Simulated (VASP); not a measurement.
# Al3Au under changes of volume

One of the cells (16.973 Å³/atom); the others are scaled copies at fixed shape and fractional positions:

```
Au Al
1.0
    -2.03875    2.03875    4.08347
     2.03875   -2.03875    4.08347
     2.03875    2.03875   -4.08347
Au Al
1 3
Direct
  0.00000 0.00000 0.00000
  0.50000 0.50000 0.00000
  0.25000 0.75000 0.50000
  0.75000 0.25000 0.50000
```

The cell comes from a database or a generator and needn't be the stable form of this composition.

- Program: VASP 6.6.1
- Functional: PBE
- Potentials or basis: VASP PAW PBE potentials, release 64 (Au, Al)
- Cutoff: 520 eV
- k mesh: 9 × 9 × 9
- Occupations: fermi-dirac, width 0.05 eV
- Spin: no spin polarisation

| volume (Å³/atom) | energy over the lowest point (meV/atom) | pressure (GPa) |
| --- | --- | --- |
| 15.642 | 20.47 | 7.1 |
| 15.974 | ? | ? |
| 16.307 | 1.35 | 2.3 |
| 16.973 | 0.00 | -1.5 |
| 17.306 | 4.81 | -3.1 |
| 17.638 | 12.76 | -4.6 |

Task: What does the run at 15.974 Å³/atom give?

Result: Energy over the lowest point 8.43 meV/atom; pressure 4.6 GPa.

Worked out: A Birch-Murnaghan fit of order 3 (a polynomial in V^(-2/3)) to the other rows has its minimum at 16.69 Å³/atom with B0 = V·E''(V) = 94 GPa and B' = 4.7 at fixed shape and positions, which overstates the stiffness. It gives 8.44 meV/atom at 15.974 Å³/atom, against the run's 8.43, and -dE/dV = 4.6 GPa, against 4.6.

Energies are extrapolated to zero smearing.
